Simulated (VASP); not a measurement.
Energy against volume of CdSe (zinc blende). Computed with SCAN meta-GGA, VASP's PBE PAW potentials (set 64) (plane waves; VASP). Run with 520 eV cut-off, 8×8×8 Γ-centred mesh, Gaussian smearing of 0.050 eV, potentials Cd Se.

```tsv
V (Å³/atom)	E (eV/atom)
26.973	-25.91975
27.833	-25.93488
28.694	-25.93986
29.555	-25.93619
```

Q: Fit these four points and predict the energy of the run at 30.416 Å³/atom.

A: A cubic in V^(−2/3), the third-order Birch-Murnaghan form, passes through the four points with V0 = 28.74 Å³/atom and B0 = 53 GPa, and gives -25.9252 eV/atom there. The run gave -25.9254 eV/atom, -0.2 meV/atom from the fit; all five points give B0 = 53 GPa.

The compound is CdSe in the zinc blende structure, whereas wurtzite is the usual form. It was relaxed first.
